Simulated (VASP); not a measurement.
# AlB2Sb3 (P1) in VASP: relaxation of cell and atoms with PBE

Aim: the relaxation of cell and atoms of AlB2Sb3 with PBE.

Program: VASP 6.6.1. These are calculated values, not measurements. Logs are shortened: lines on timing, memory, paths and dates and some standing lists are left out, and cuts for length are marked.

## Step 1: Starting point

The typed cell holds 12 atoms: a = 7.051 Å, b = 6.849 Å, c = 6.492 Å, α = 90.46°, β = 90.15°, γ = 60.38°.

The cell was built by a generator and needn't be a form met in nature.

## Step 2: Relaxation of cell and atoms, PBE

Contents of INCAR:

```
SYSTEM = AlB2Sb3
  PREC = Normal
  ENCUT = 520
  EDIFF = 1E-5
  ISMEAR = 0
  SIGMA = 0.15
  LREAL = Auto
  LASPH = .True.
  NELM = 80
  ALGO = Fast
  ISIF = 3
  LWAVE = .False.
  LCHARG = .False.
  GGA = PE
  IBRION = 2
  NSW = 110
  EDIFFG = -0.03
  ISYM = 0
  KPAR = 4
```

Contents of KPOINTS:

```
Automatic mesh
0
Gamma
  4 4 4
  0 0 0
```

Contents of POSCAR:

```
AlB2Sb3
1.0
    6.0646205200     -3.5959564100     -0.0092042600
    5.9485536600      3.3947356400     -0.0273895200
   -0.0199453300     -0.0171837600      6.4917534300
Al B Sb
2 4 6
Direct
    0.8227020600      0.1591874700      0.0125448100
    0.1840760400      0.8413905800      0.4895286100
    0.5436237800      0.7992632800      0.9985954400
    0.1713743800      0.4763612300      0.9981358800
    0.4888568700      0.1715008300      0.4961753800
    0.8314945400      0.5232838300      0.5183418100
    0.4918201000      0.1413216700      0.8536984400
    0.8401107900      0.5233900700      0.8600315000
    0.2149598100      0.7742858900      0.8998464300
    0.5506866300      0.8326244800      0.3448308500
    0.1621687200      0.4618572800      0.3614891500
    0.7817450100      0.2149998100      0.4215900900
```

Potentials or basis: VASP PAW PBE potentials, release 64 (Al, B, Sb).

On the command line:

```bash
$ cat potpaw_PBE.64/Al/POTCAR potpaw_PBE.64/B/POTCAR potpaw_PBE.64/Sb/POTCAR > POTCAR
$ mpirun -np 4 vasp_std > vasp.out
```

OUTCAR:

```text
SYSTEM = AlB2Sb3
   PREC = Normal
   ENCUT = 520
   EDIFF = 1E-5
   ISMEAR = 0
   LREAL = Auto
   LASPH = .True.
   NELM = 80
   ISIF = 3
   GGA = PE
   IBRION = 2
   NSW = 110
   EDIFFG = -0.03
   ISYM = 0

 ion  position               nearest neighbor table
   1  0.823  0.159  0.013-   7 2.61  12 2.68   8 2.75   9 2.81
   2  0.184  0.841  0.490-   9 2.70  10 2.72  12 2.76  11 2.80
   3  0.544  0.799  0.999-   8 2.20  10 2.26   7 2.39   9 2.49
   4  0.171  0.476  0.998-   9 2.30  11 2.36   8 2.37   7 2.47
   5  0.489  0.172  0.496-  12 2.28   7 2.33  10 2.35  11 2.35
   6  0.831  0.523  0.518-   8 2.22  10 2.36  11 2.38  12 2.38
   7  0.492  0.141  0.854-   5 2.33   3 2.39   4 2.47   1 2.61  12 3.66   8 3.70  10 3.75   9 3.78

   8  0.840  0.523  0.860-   3 2.20   6 2.22   4 2.37   1 2.75  12 3.67   7 3.70  10 3.77
   9  0.215  0.774  0.900-   4 2.30   3 2.49   2 2.70   1 2.81   7 3.78
  10  0.551  0.833  0.345-   3 2.26   5 2.35   6 2.36   2 2.72  12 3.74  12 3.74   7 3.75   8 3.77
                            11 3.77
  11  0.162  0.462  0.361-   5 2.35   4 2.36   6 2.38   2 2.80  10 3.77
  12  0.782  0.215  0.422-   5 2.28   6 2.38   1 2.68   2 2.76   7 3.66   8 3.67  10 3.74  10 3.74

IMPORTANT INFORMATION: All symmetrisations will be switched off!
NOSYMM: (Re-)initialisation of all symmetry stuff for point group C_1.

----------------------------------------------------------------------------------------

                                     Primitive cell

  volume of cell :     272.5097

  direct lattice vectors                    reciprocal lattice vectors
     6.064620520 -3.595956410 -0.009204260     0.080868000 -0.141705027 -0.000126635
     5.948553660  3.394735640 -0.027389520     0.085663809  0.144471315  0.000645612
    -0.019945330 -0.017183760  6.491753430     0.000476084  0.000408628  0.154044131

  length of vectors
     7.050575102  6.849107307  6.491806813     0.163156257  0.167960310  0.154045409

  position of ions in fractional coordinates (direct lattice)
     0.822702060  0.159187470  0.012544810
     0.184076040  0.841390580  0.489528610
     0.543623780  0.799263280  0.998595440
     0.171374380  0.476361230  0.998135880
     0.488856870  0.171500830  0.496175380
     0.831494540  0.523283830  0.518341810
     0.491820100  0.141321670  0.853698440
     0.840110790  0.523390070  0.860031500
     0.214959810  0.774285890  0.899846430
     0.550686630  0.832624480  0.344830850
     0.162168720  0.461857280  0.361489150
     0.781745010  0.214999810  0.421590090

  ion indices of the primitive-cell ions
   primitive index   ion index
                 1           1
                 2           2
                 3           3
                 4           4
                 5           5
                 6           6
                 7           7
                 8           8
                 9           9
                10          10
                11          11
                12          12

----------------------------------------------------------------------------------------

 KPOINTS: Automatic mesh

Automatic generation of k-mesh.
 Grid dimensions read from file:
 generate k-points for:    4    4    4

 Generating k-lattice:

  Cartesian coordinates                     Fractional coordinates (reciprocal lattice)
     0.020217000 -0.035426257 -0.000031659     0.250000000 -0.000000000  0.000000000
     0.021415952  0.036117829  0.000161403    -0.000000000  0.250000000 -0.000000000
     0.000119021  0.000102157  0.038511033     0.000000000  0.000000000  0.250000000

  Length of vectors
     0.040789064  0.041990077  0.038511352

  Shift w.r.t. Gamma in fractional coordinates (k-lattice)
     0.000000000  0.000000000  0.000000000

 Subroutine IBZKPT returns following result:
 ===========================================

 Found     36 irreducible k-points:

 Following reciprocal coordinates:
            Coordinates               Weight
  0.000000  0.000000  0.000000      1.000000
  0.250000  0.000000  0.000000      2.000000
  0.500000  0.000000  0.000000      1.000000
 -0.000000  0.250000 -0.000000      2.000000
  0.250000  0.250000 -0.000000      2.000000
  0.500000  0.250000  0.000000      2.000000
[... 16 lines left out ...]
 -0.000000 -0.250000  0.250000      2.000000
  0.250000 -0.250000  0.250000      2.000000
 [... further k-points ...]
   k-points           NKPTS =     36   k-points in BZ     NKDIM =     36   number of bands    NBANDS=     31
   number of dos      NEDOS =    301   number of ions     NIONS =     12
   total plane-waves  NPLWV =  57600
   dimension x,y,z NGX =    40 NGY =   40 NGZ =   36
   dimension x,y,z NGXF=    80 NGYF=   80 NGZF=   72
   ions per type =               2   4   6
   NGX,Y,Z   is equivalent  to a cutoff of   9.43,  9.71,  9.22 a.u.
   NGXF,Y,Z  is equivalent  to a cutoff of  18.86, 19.42, 18.44 a.u.
 SYSTEM =  AlB2Sb3
   PREC   = normal    normal or accurate (medium, high low for compatibility)
   ISTART =      0    job   : 0-new  1-cont  2-samecut
   ICHARG =      2    charge: 1-file 2-atom 10-const
   ISPIN  =      1    spin polarized calculation?
   LNONCOLLINEAR =      F non collinear calculations
   LSORBIT =      F    spin-orbit coupling
   LASPH  =      T    aspherical Exc in radial PAW
   ENCUT  =  520.0 eV  38.22 Ry    6.18 a.u.  13.11 12.73 12.07*2*pi/ulx,y,z
   NELM   =     80;   NELMIN=  2; NELMDL= -5     # of ELM steps
   EDIFF  = 0.1E-04   stopping-criterion for ELM
   LREAL  =      T    real-space projection
   EDIFFG = -.3E-01   stopping-criterion for IOM
   NSW    =    110    number of steps for IOM
   IBRION =      2    ionic relax: 0-MD 1-quasi-New 2-CG
   NFREE  =      1    steps in history (QN), initial steepest desc. (CG)
   ISIF   =      3    stress and relaxation
   ISYM   =      0    0-nonsym 1-usesym 2-fastsym
   POTIM  = 0.5000    time-step for ionic-motion
   TEBEG  =    0.0;   TEEND  =   0.0 temperature during run
   PSTRESS=    0.0 pullay stress
   NELECT =      48.0000    total number of electrons
   NUPDOWN=      -1.0000    fix difference up-down
   EMIN   =  10.00;   EMAX   =-10.00  energy-range for DOS
   EFERMI =   0.00;   METHOD = LEGACY
   ISMEAR =     0;   SIGMA  =   0.15  broadening in eV -4-tet -1-fermi 0-gaus
   EFERMI_NEDOS =   21; number of points for ismear=-14 and -15
   IALGO  =     68    algorithm
   IMIX   =      4    mixing-type and parameters
     AMIX     =   0.40;   BMIX     =  1.00
     AMIX_MAG =   1.60;   BMIX_MAG =  1.00
  volume/ion in A,a.u.               =      22.71       153.25
  Fermi-wavevector in a.u.,A,eV,Ry     =   0.917687  1.734177 11.458139  0.842149
  Thomas-Fermi vector in A             =   2.042684
   LORBIT       =      0    0 simple, 1 ext, 2 COOP (PROOUT), +10 PAW based schemes
   GGA     = PE    functional components
   LHFCALC =     F    Hartree Fock is set to
   AEXX    =    0.0000 exact exchange contribution
   IVDW    =     0    specifies the selected vdW correction
   LEPSILON=     F    determine dielectric tensor
   LRPA    =     F    only Hartree local field effects (RPA)
 conjugate gradient relaxation of ions
 non-spin polarized calculation
 RMM-DIIS sequential band-by-band and
 Gauss-broadening in eV      SIGMA  =   0.15
  energy-cutoff  :      520.00
  volume of cell :      272.51
 maximum number of plane-waves:      7364
   NGX = 27   NGY = 25   NGZ = 25

--------------------------------------- Ionic step        1  -------------------------------------------

 number of electron      47.9999999 magnetization

 Free energy of the ion-electron system (eV)
  ---------------------------------------------------
  ext. energy  EPLUGINS =         0.00000000
  ---------------------------------------------------
  free energy    TOTEN  =       -54.95703836 eV

  energy without entropy =      -54.95463770  energy(sigma->0) =      -54.95583803

------------------------ aborting loop because EDIFF is reached ----------------------------------------

  FORCE on cell =-STRESS in cart. coord.  units (eV):
  Direction    XX          YY          ZZ          XY          YZ          ZX
  --------------------------------------------------------------------------------------
  -------------------------------------------------------------------------------------
  Total       -5.2235153     -6.3976055     -0.4215100      2.0136089      0.8681923      0.4606540
  in kB      -30.7108228    -37.6136986     -2.4782009     11.8386914      5.1043980      2.7083417
  external PRESSURE =     -23.6009074 kB  Pullay stress =       0.0000000 kB
[... 119 lines left out ...]
  FREE ENERGIE OF THE ION-ELECTRON SYSTEM (eV)
  ---------------------------------------------------
  free  energy   TOTEN  =       -55.5011402547 eV

  energy  without entropy=      -55.5008471084  energy(sigma->0) =      -55.50099368

[... ionic steps 4 to 17 ...]

--------------------------------------- Ionic step       18  -------------------------------------------

 number of electron      48.0000002 magnetization

------------------------ aborting loop because EDIFF is reached ----------------------------------------

  FORCE on cell =-STRESS in cart. coord.  units (eV):
  Direction    XX          YY          ZZ          XY          YZ          ZX
  --------------------------------------------------------------------------------------
  -------------------------------------------------------------------------------------
  Total       -0.0177433      0.0047272     -0.0822540     -0.0472439     -0.0064006     -0.0396163
  in kB       -0.1085665      0.0289247     -0.5032909     -0.2890731     -0.0391637     -0.2424019
  external PRESSURE =      -0.1943109 kB  Pullay stress =       0.0000000 kB
[... 77 lines left out ...]
  energy  without entropy=      -55.6659294245  energy(sigma->0) =      -55.66596242

--------------------------------------- Ionic step       20  -------------------------------------------

 number of electron      48.0000002 magnetization

 Free energy of the ion-electron system (eV)
  ---------------------------------------------------
  ext. energy  EPLUGINS =         0.00000000
  ---------------------------------------------------
  free energy    TOTEN  =       -55.66644757 eV

  energy without entropy =      -55.66637943  energy(sigma->0) =      -55.66641350

 E-fermi :   6.8497     XC(G=0):  -9.4790

 val. band max:        6.5582236442   @ k =   0.0000   0.0000   0.0000
 cond. band min:       7.1493225830   @ k =   0.5000   0.5000  -0.0000
 fundamental gap:      0.5910989388
 Fermi energy:         6.8497470980

 k-point     1 :       0.0000    0.0000    0.0000
  band No.  band energies     occupation
      1      -6.1786      2.00000
      2      -4.1334      2.00000
      3      -3.4992      2.00000
      4      -3.4366      2.00000
      5      -3.1440      2.00000
      6      -3.0496      2.00000
[... 805 lines left out ...]
     30       8.8537      0.00000
     31       9.2044      0.00000

 [... further k-points ...]

------------------------ aborting loop because EDIFF is reached ----------------------------------------

  FORCE on cell =-STRESS in cart. coord.  units (eV):
  Direction    XX          YY          ZZ          XY          YZ          ZX
  --------------------------------------------------------------------------------------
  -------------------------------------------------------------------------------------
  Total       -0.0477594      0.0187877      0.0426906     -0.0448435     -0.0002450     -0.0497285
  in kB       -0.2923166      0.1149921      0.2612923     -0.2744691     -0.0014994     -0.3043683
  external PRESSURE =       0.0279893 kB  Pullay stress =       0.0000000 kB
[... 27 lines left out ...]
  FREE ENERGIE OF THE ION-ELECTRON SYSTEM (eV)
  ---------------------------------------------------
  free  energy   TOTEN  =       -55.6664475735 eV

  energy  without entropy=      -55.6663794349  energy(sigma->0) =      -55.66641350

 reached required accuracy - stopping structural energy minimisation
```

Wall time 7.3 min (4 MPI ranks of Intel Xeon Platinum 8259CL at 2.50GHz (Skylake/Cascade Lake), shared host); peak memory 0.37 GiB.

Results:

* Free energy: -55.6664 eV
* Relaxed volume: 21.81 Å³/atom
* Relaxed cell: a = 6.842 Å, b = 6.845 Å, c = 6.459 Å, α = 89.99°, β = 89.99°, γ = 59.93°
* Space group after relaxing (to 0.05 Å): Cmc2_1 (No. 36)
* Energy gained by relaxing: 59.1 meV/atom
* Ionic steps: 20
* Pressure after relaxing: 0.0 GPa
* Largest force after relaxing: 0.025 eV/Å
* Band gap on the k mesh: 0.59 eV, indirect (least direct gap 0.76 eV)

Forces in eV/Å, atoms in the order of the input:
```
Al  -0.004  0.002  0.004
Al  -0.021  0.001 -0.005
B   -0.009  0.012  0.004
B    0.005  0.015  0.003
B   -0.005 -0.007  0.000
B   -0.004  0.001  0.002
Sb   0.023 -0.009  0.001
Sb   0.007 -0.011 -0.007
Sb   0.005 -0.004 -0.003
Sb   0.003 -0.002 -0.008
Sb   0.007 -0.001 -0.008
Sb  -0.006  0.003  0.017
```

The path:
| step | energy change (eV) | largest force (eV/Å) | pressure (GPa) | volume (Å³) |
| --- | --- | --- | --- | --- |
| 1 | 0.0000 | 1.5536 | -2.36 | 272.51 |
| 2 | -0.5435 | 0.5601 | 0.73 | 259.46 |
| 3 | -0.5441 | 0.5614 | 0.88 | 259.01 |
| 4 | -0.6439 | 0.3197 | 0.16 | 261.22 |
| 5 | -0.6459 | 0.3463 | 0.06 | 261.58 |
| 6 | -0.6751 | 0.2264 | -0.19 | 262.40 |
| 7 | -0.6829 | 0.1761 | -0.40 | 263.14 |
| 8 | -0.6934 | 0.1430 | 0.22 | 260.99 |
| 9 | -0.6936 | 0.1454 | 0.36 | 260.60 |
| 10 | -0.7018 | 0.1029 | 0.09 | 261.55 |
| 11 | -0.7026 | 0.1081 | -0.03 | 261.97 |
| 12 | -0.7054 | 0.0869 | -0.08 | 262.06 |
| 13 | -0.7055 | 0.0868 | -0.08 | 262.07 |
| 14 | -0.7072 | 0.0682 | 0.05 | 261.54 |
| 15 | -0.7073 | 0.0726 | 0.06 | 261.50 |
| 16 | -0.7083 | 0.0414 | 0.00 | 261.72 |
| 17 | -0.7083 | 0.0523 | -0.01 | 261.78 |
| 18 | -0.7089 | 0.0387 | -0.02 | 261.85 |
| 19 | -0.7090 | 0.0406 | -0.03 | 261.87 |
| 20 | -0.7094 | 0.0248 | 0.00 | 261.77 |

Final structure:
```xyz
12
Lattice="5.9277 -3.4167 0.0004 5.9293 3.4197 0.0003 0.0010 0.0000 6.4587" Properties=species:S:1:pos:R:3 pbc="T T T"
Al    5.9263   -2.3313    6.4548
Al    5.9374    2.2404    3.2282
B     7.9762    1.0072    6.4566
B     3.8785    1.0048    6.4578
B     3.8863   -1.0973    3.2274
B     7.9806   -1.0969    3.2282
Sb    3.7260   -1.1090    5.5559
Sb    8.1276   -1.1083    5.5579
Sb    5.9258    1.9002    5.8650
Sb    8.1370    1.0195    2.3268
Sb    3.7325    1.0191    2.3286
Sb    5.9339   -1.9913    2.6327
```

Levels at points of the mesh, in eV from the valence-band top:
| k point | band 20 | band 21 | band 22 | band 23 | band 24 | band 25 | band 26 | band 27 | band 28 | band 29 |
| --- | --- | --- | --- | --- | --- | --- | --- | --- | --- | --- |
| (0.00, 0.00, 0.00) | -1.60 | -1.52 | -0.24 | -0.08 | 0.00 | 0.76 | 1.21 | 1.30 | 1.81 | 2.27 |
| (0.50, 0.00, 0.00) | -1.85 | -1.65 | -1.64 | -1.39 | -1.17 | 0.65 | 2.06 | 2.17 | 2.23 | 2.33 |
| (0.00, 0.50, 0.00) | -1.86 | -1.65 | -1.64 | -1.39 | -1.17 | 0.64 | 2.05 | 2.17 | 2.24 | 2.33 |
| (0.50, 0.50, 0.00) | -2.03 | -1.74 | -1.61 | -1.38 | -1.05 | 0.59 | 1.93 | 2.12 | 2.35 | 2.60 |
| (0.00, 0.00, 0.50) | -1.52 | -0.96 | -0.95 | -0.92 | -0.91 | 1.38 | 1.38 | 1.48 | 1.48 | 2.18 |
| (0.50, 0.00, 0.50) | -2.51 | -2.04 | -2.04 | -1.70 | -1.70 | 0.94 | 0.94 | 1.87 | 1.87 | 2.34 |
| (0.00, 0.50, 0.50) | -2.51 | -2.05 | -2.05 | -1.70 | -1.69 | 0.93 | 0.94 | 1.87 | 1.87 | 2.34 |
| (0.50, 0.50, 0.50) | -2.78 | -1.99 | -1.98 | -1.95 | -1.95 | 0.99 | 1.00 | 1.81 | 1.81 | 2.16 |

Caveat: spin-orbit coupling is left out, which moves the levels of the heavy elements. A k mesh can miss the band edges.
